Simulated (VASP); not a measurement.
Output of a VASP run:

OSZICAR:
```
       N       E                     dE             d eps       ncg     rms          rms(c)
DAV:   1    -0.538194372955E+03   -0.53819E+03   -0.27614E-03   912   0.712E-02    0.197E-01
RMM:   2    -0.538193870044E+03    0.50291E-03   -0.34817E-03   704   0.952E-02    0.130E-01
RMM:   3    -0.538194284449E+03   -0.41440E-03   -0.61490E-04   693   0.551E-02    0.185E-01
RMM:   4    -0.538194093007E+03    0.19144E-03   -0.38536E-04   694   0.329E-02    0.226E-02
RMM:   5    -0.538194100169E+03   -0.71616E-05   -0.63556E-05   723   0.163E-02    0.909E-03
RMM:   6    -0.538194100422E+03   -0.25296E-06   -0.47961E-06   575   0.551E-03
   1 F= -.53819410E+03 E0= -.53819255E+03  d E =-.309702E-02  mag=     1.0000
```

File OUTCAR:
```
------------------------ aborting loop because EDIFF is reached ----------------------------------------
  FORCE on cell =-STRESS in cart. coord.  units (eV):
  Direction    XX          YY          ZZ          XY          YZ          ZX
  --------------------------------------------------------------------------------------
  Total       24.9521963     24.9673377     32.6845205      6.2627497     -7.6894821      7.6724525
  in kB      109.5289969    109.5954611    143.4704465     27.4906740    -33.7533921     33.6786397
  external PRESSURE =     120.8649682 kB  Pullay stress =       0.0000000 kB
  volume of cell :      365.00
      direct lattice vectors                 reciprocal lattice vectors
     7.146555159  0.000000000  0.000000000     0.139927556  0.000000000  0.000000000
     0.000000000  7.146555159  0.000000000     0.000000000  0.139927556  0.000000000
     0.000000000  0.000000000  7.146555159     0.000000000  0.000000000  0.139927556
 POSITION                                       TOTAL-FORCE (eV/Angst)
 -----------------------------------------------------------------------------------
      3.57444      7.13899      7.14500         0.009312     -0.002357      0.002253
      4.44852      0.91472      0.91138        -0.001080      0.001586     -0.005340
      5.35357      1.79644      0.01308         0.004201     -0.008537      0.001393
      6.23511      2.70137      0.91140         0.001739     -0.000135     -0.004461
      5.34898      0.02009      1.80719         0.007491      0.000120     -0.007561
      6.22228      0.92776      2.71659        -0.003470      0.004084      0.008519
      7.14388      0.00609      0.01184         0.008226     -0.002923      0.004182
      0.88326      0.90067      0.90584        -0.007194     -0.000469     -0.004774
      1.77308      1.78989      7.14030        -0.001052     -0.002570     -0.003715
      2.67340      2.66493      0.88626        -0.004487     -0.002571      0.002661
      3.57859      3.57119      0.00207         0.008398      0.009280     -0.002208
      4.48532      4.47673      0.88628        -0.005700     -0.003320      0.001565
      5.36011      5.37695      7.14017         0.002253      0.001919     -0.003102
      6.24933      6.26700      0.90570        -0.002437     -0.002242     -0.002558
      1.78090      7.14080      1.79146        -0.004061      0.001286     -0.002599
      2.68787      0.90487      2.67056         0.005939      0.005877     -0.002761
      3.48499      1.74017      1.71228        -0.001225     -0.005688     -0.001902
      5.40991      3.66501      1.71235         0.001960      0.003688     -0.006641
      6.24511      4.46217      2.67052        -0.003817     -0.006236      0.003112
      3.58678      0.00859      3.57324         0.000611      0.003392      0.000088
      4.49286      0.89129      4.48843         0.004308     -0.004290      0.005533
      5.39404      1.75606      3.68395        -0.007650     -0.003711     -0.000184
      6.25868      2.65695      4.48858         0.002053      0.006310      0.003552
      5.36110      7.13319      5.37811        -0.001708      0.005517      0.001690
      6.25364      0.89646      6.26817        -0.000291     -0.003283     -0.003499
      0.01081      3.57528      7.14507         0.004671      0.003799      0.000339
      0.89629      4.46476      0.89100        -0.000951     -0.001022     -0.002890
      1.79319      5.35680      7.14283        -0.003239      0.006208      0.000522
      2.68525      6.25363      0.89097        -0.005353     -0.002775      0.001332
      7.12995      1.80093      1.80720         0.000400     -0.003710     -0.005589
      0.89318      2.68081      2.68494        -0.000688     -0.003845      0.003496
      1.78728      3.57360      1.77516         0.001891     -0.002098      0.002289
      2.70255      4.44718      2.63754         0.012494     -0.002916      0.006159
      3.57635      5.36270      1.77524         0.006632     -0.004350     -0.000026
      4.46937      6.25668      2.68492        -0.008887      0.000545      0.005713
      0.00546      7.14463      3.57890        -0.003195     -0.001318     -0.005571
      0.89642      0.88603      4.46882         0.006664      0.001917      0.006661
      1.78706      1.77337      3.57806        -0.001037      0.005488     -0.004763
      2.69146      2.62986      4.47160        -0.002093      0.001675      0.007935
      4.51985      4.45843      4.47144         0.003829     -0.000281      0.011511
      5.37651      5.36283      3.57816        -0.000719      0.003359     -0.007673
      6.26403      6.25342      4.46899        -0.000039     -0.005142     -0.001651
      1.79444      7.13906      5.35876        -0.005412     -0.004380     -0.009583
      2.68225      0.88397      6.26148        -0.005515      0.001265      0.002215
      3.57437      1.76674      5.37571         0.005595      0.004928      0.003251
      4.46973      2.68016      6.25946        -0.008554      0.005072     -0.001784
      5.38312      3.57542      5.37569        -0.004372      0.000032      0.001161
      6.26603      4.46778      6.26134        -0.002728     -0.001806      0.006207
      0.00907      5.36917      1.79134         0.002868      0.005222      0.000024
      0.90061      6.24950      2.68343        -0.004067     -0.005241      0.005425
      7.14124      3.56313      3.57339         0.001693      0.000810     -0.003677
      0.90442      4.45531      4.45912        -0.002618      0.004012      0.002275
      1.80235      5.34750      3.56126         0.000001      0.002825      0.000222
      2.69446      6.24564      4.45902         0.000022      0.000423      0.007457
      0.01668      1.78899      5.37816         0.000820     -0.004316      0.000987
      0.90062      2.67848      6.25572         0.003211      0.003206      0.002064
...
```
(Selected blocks of OUTCAR.)

### POSCAR
```
BC62
1
    7.1465551589     0.0000000000     0.0000000000
    0.0000000000     7.1465551589     0.0000000000
    0.0000000000     0.0000000000     7.1465551589
C B
62 1
Direct
  0.5001621041   0.9989417453   0.9997829711
  0.6224710667   0.1279944654   0.1275265814
  0.7491116742   0.2513712613   0.0018308220
  0.8724633920   0.3779956430   0.1275305494
  0.7484697220   0.0028106735   0.2528753315
  0.8706684610   0.1298185350   0.3801261378
  0.9996261777   0.0008514903   0.0016567302
  0.1235917747   0.1260279227   0.1267525771
  0.2481031486   0.2504548368   0.9991242401
  0.3740820449   0.3728968750   0.1240123368
  0.5007429488   0.4997079631   0.0002898152
  0.6276198219   0.6264179995   0.1240151000
  0.7500277783   0.7523834444   0.9991062309
  0.8744531712   0.8769264081   0.1267322819
  0.2491967435   0.9991948420   0.2506746773
  0.3761066016   0.1266163316   0.3736843799
  0.4876455876   0.2434974685   0.2395945771
  0.7569948570   0.5128360725   0.2396052701
  0.8738627774   0.6243805823   0.3736793880
  0.5018896436   0.0012021909   0.4999947312
  0.6286754820   0.1247162409   0.6280543911
  0.7547754572   0.2457205937   0.5154863597
  0.8757622210   0.3717811661   0.6280766823
  0.7501652707   0.9981297778   0.7525455873
  0.8750558719   0.1254391411   0.8770895755
  0.0015120026   0.5002804043   0.9997918955
  0.1254151894   0.6247424925   0.1246750021
  0.2509173127   0.7495643173   0.9994790243
  0.3757408727   0.8750556974   0.1246714671
  0.9976767033   0.2520001679   0.2528768113
  0.1249810095   0.3751187287   0.3756967558
  0.2500899150   0.5000454162   0.2483933229
  0.3781611446   0.6222825153   0.3690640025
  0.5004299543   0.7503891612   0.2484045042
  0.6253883848   0.8754816165   0.3756940974
  0.0007638989   0.9997312872   0.5007862133
  0.1254334054   0.1239802825   0.6253104594
  0.2500588738   0.2481430477   0.5006691154
  0.3766091593   0.3679899588   0.6257007428
  0.6324519478   0.6238574568   0.6256775111
  0.7523224377   0.7504075709   0.5006828023
  0.8765106285   0.8750258161   0.6253345021
  0.2510919077   0.9989514470   0.7498376507
  0.3753204897   0.1236911364   0.8761541037
  0.5001531623   0.2472150805   0.7522104499
  0.6254390307   0.3750287643   0.8758711838
  0.7532467414   0.5002998087   0.7522073082
  0.8767897846   0.6251658672   0.8761338546
  0.0012693047   0.7512950955   0.2506575943
  0.1260205801   0.8744776496   0.3754858795
  0.9992560258   0.4985807544   0.5000159437
  0.1265531129   0.6234201270   0.6239535688
  0.2521983381   0.7482631877   0.4983188346
  0.3770297687   0.8739377637   0.6239393348
  0.0023337598   0.2503291285   0.7525521731
  0.1260209938   0.3747935637   0.8753478777
  0.2515581769   0.4977953223   0.7492187976
  0.3766040544   0.6239187504   0.8740129244
  0.5026740185   0.7489101216   0.7492003785
  0.6256924528   0.8744452310   0.8753383091
  0.0015393813   0.7493755727   0.7498092432
  0.1256507756   0.8748282732   0.8752977208
  0.5039305000   0.4965187469   0.5015183148
```

**Question.** Write an INCAR and KPOINTS that could have produced this output.

**Answer.** This is not unique; one that fits is the input of the run itself, PBE GGA, plane waves, VASP's PBE PAW potentials (set 64).

### KPOINTS
```
Automatic mesh
0
gamma
 1 1 1
0 0 0
```

INCAR:
```
SIGMA=0.05   ! width (eV)
LHYPERFINE=.TRUE.
MAGMOM=63*0.0159
LORBIT=11   ! lm-projected
SYSTEM=BC62
EDIFF=1E-6
PREC=Normal
NUPDOWN=1
LWAVE=.FALSE.
ISYM=0
NELMIN=4
LASPH=.TRUE.   ! aspherical one-centre terms
ALGO=Fast   ! Davidson, then RMM-DIIS
LREAL=Auto
LCHARG=.FALSE.
ISMEAR=0
ISPIN=2   ! spin-polarised
ENCUT=400
GGA=PE   ! PBE
NELM=100   ! most electronic steps
NELECT=253.0
```

POTCAR, in this order: C B (PBE.64 set). Program: vasp_gam. Read from the step before: WAVECAR.

At this cut-off the stress carries a Pulay error, which pulls relaxed volumes low. The cell is charged, with a uniform compensating background.  The supercell is sampled at Γ alone, which is coarse: total energies, pressure and levels can be off, energies of defects by several tenths of an eV.

The cell is a supercell with a defect, built from C (diamond): B_C-vac_C, charge -2.
